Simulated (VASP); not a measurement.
These are SCAN meta-GGA, VASP's PBE PAW potentials (set 64) (plane waves; VASP) values and carry that method's errors.

The input files of a VASP run:

POSCAR:
```
TiCo
1
    2.9155613631     0.0000000000     0.0000000000
    0.0000000000     2.9155613631     0.0000000000
    0.0000000000     0.0000000000     2.9155613631
Ti Co
1 1
Direct
  0.0000000000   0.0000000000   0.0000000000
  0.5000000000   0.5000000000   0.5000000000
```

**KPOINTS**
```
K-points
0
gamma
 12 12 12
```

### INCAR
```
ALGO = Normal   ! blocked Davidson
EDIFF = 1E-7   ! SCF stop (eV)
ISIF = 2   ! forces and stress, cell fixed
SIGMA = 0.1   ! width (eV)
LWAVE = F
NELM = 100   ! most electronic steps
LCHARG = F
ISMEAR = 1   ! Methfessel-Paxton
LREAL = F
METAGGA = SCAN
SYSTEM = TiCo
LMAXMIX = 4
LASPH = T   ! aspherical one-centre terms
LMIXTAU = T
ENCUT = 520   ! plane-wave cut-off (eV)
PREC = Accurate
```

POTCAR, in this order: Ti_sv Co (PBE.64 set). Program: vasp_std.

Output of the run:

File OSZICAR:
```
       N       E                     dE             d eps       ncg     rms          rms(c)
DAV:   1     0.135373881499E+03    0.13537E+03   -0.10642E+04  2360   0.194E+03
DAV:   2    -0.306960638766E+02   -0.16607E+03   -0.16319E+03  2394   0.422E+02
DAV:   3    -0.407162409567E+02   -0.10020E+02   -0.99341E+01  3868   0.114E+02
DAV:   4    -0.409990944617E+02   -0.28285E+00   -0.28109E+00  2812   0.157E+01
DAV:   5    -0.410115992747E+02   -0.12505E-01   -0.12504E-01  3500   0.296E+00    0.174E+01
DAV:   6    -0.368729942306E+02    0.41386E+01   -0.43720E+01  2812   0.109E+02    0.147E+01
DAV:   7    -0.343966639952E+02    0.24763E+01   -0.24824E+01  3398   0.614E+01    0.973E+00
DAV:   8    -0.339562428961E+02    0.44042E+00   -0.44107E+00  3508   0.243E+01    0.261E+00
DAV:   9    -0.339176130929E+02    0.38630E-01   -0.19830E-01  2380   0.580E+00    0.224E+00
DAV:  10    -0.338746782772E+02    0.42935E-01   -0.50225E-01  3050   0.103E+01    0.123E+00
DAV:  11    -0.339309994766E+02   -0.56321E-01   -0.23006E-01  2772   0.601E+00    0.426E-01
DAV:  12    -0.339286626349E+02    0.23368E-02   -0.80563E-02  2364   0.288E+00    0.167E-01
DAV:  13    -0.339266759459E+02    0.19867E-02   -0.93809E-03  2924   0.131E+00    0.158E-01
DAV:  14    -0.339273518830E+02   -0.67594E-03   -0.43943E-03  2734   0.861E-01    0.547E-02
DAV:  15    -0.339271023946E+02    0.24949E-03   -0.25342E-04  2756   0.194E-01    0.330E-02
DAV:  16    -0.339269241092E+02    0.17829E-03   -0.59297E-04  2352   0.332E-01    0.145E-02
DAV:  17    -0.339268682196E+02    0.55890E-04   -0.26630E-04  2376   0.213E-01    0.110E-02
DAV:  18    -0.339268705286E+02   -0.23090E-05   -0.27933E-05  2558   0.551E-02    0.838E-03
DAV:  19    -0.339268747667E+02   -0.42381E-05   -0.80389E-06  2484   0.379E-02    0.844E-03
DAV:  20    -0.339268784829E+02   -0.37162E-05   -0.10076E-05  2474   0.457E-02    0.276E-03
DAV:  21    -0.339268791749E+02   -0.69195E-06   -0.71883E-06  2388   0.363E-02    0.172E-03
DAV:  22    -0.339268771501E+02    0.20248E-05   -0.14929E-06  2436   0.179E-02    0.588E-04
DAV:  23    -0.339268758661E+02    0.12840E-05   -0.27250E-07  2454   0.748E-03    0.800E-04
DAV:  24    -0.339268764570E+02   -0.59091E-06   -0.26897E-07  2342   0.689E-03    0.494E-04
DAV:  25    -0.339268757124E+02    0.74464E-06   -0.81344E-08  1236   0.444E-03    0.109E-04
DAV:  26    -0.339268757497E+02   -0.37260E-07   -0.76016E-09  1212   0.156E-03
   1 F= -.33926876E+02 E0= -.33926311E+02  d E =-.169431E-02
```

OUTCAR:
```
------------------------ aborting loop because EDIFF is reached ----------------------------------------
  FORCE on cell =-STRESS in cart. coord.  units (eV):
  Direction    XX          YY          ZZ          XY          YZ          ZX
  --------------------------------------------------------------------------------------
  Total        0.8520393      0.8520393      0.8520393      0.0000000      0.0000000      0.0000000
  in kB       55.0812314     55.0812314     55.0812314      0.0000000      0.0000000      0.0000000
  external PRESSURE =      55.0812314 kB  Pullay stress =       0.0000000 kB
  volume of cell :       24.78
      direct lattice vectors                 reciprocal lattice vectors
     2.915561363  0.000000000  0.000000000     0.342987122  0.000000000  0.000000000
     0.000000000  2.915561363  0.000000000     0.000000000  0.342987122  0.000000000
     0.000000000  0.000000000  2.915561363     0.000000000  0.000000000  0.342987122
 POSITION                                       TOTAL-FORCE (eV/Angst)
 -----------------------------------------------------------------------------------
      0.00000      0.00000      0.00000         0.000000      0.000000      0.000000
      1.45778      1.45778      1.45778         0.000000      0.000000      0.000000
 -----------------------------------------------------------------------------------
    total drift:                                0.000000      0.000000     -0.000000
  FREE ENERGIE OF THE ION-ELECTRON SYSTEM (eV)
  ---------------------------------------------------
  free  energy   TOTEN  =       -33.9268757497 eV

  energy  without entropy=      -33.9251814423  energy(sigma->0) =      -33.92631098
```
(Selected blocks of OUTCAR.)

The compound is TiCo in the CsCl type structure. This cell is one point of a volume scan, at 0.97 of the reference volume. The run is not spin-polarised, so no magnetic state was tried. The electron count is odd and the run is not spin-polarised, which forces a metal.
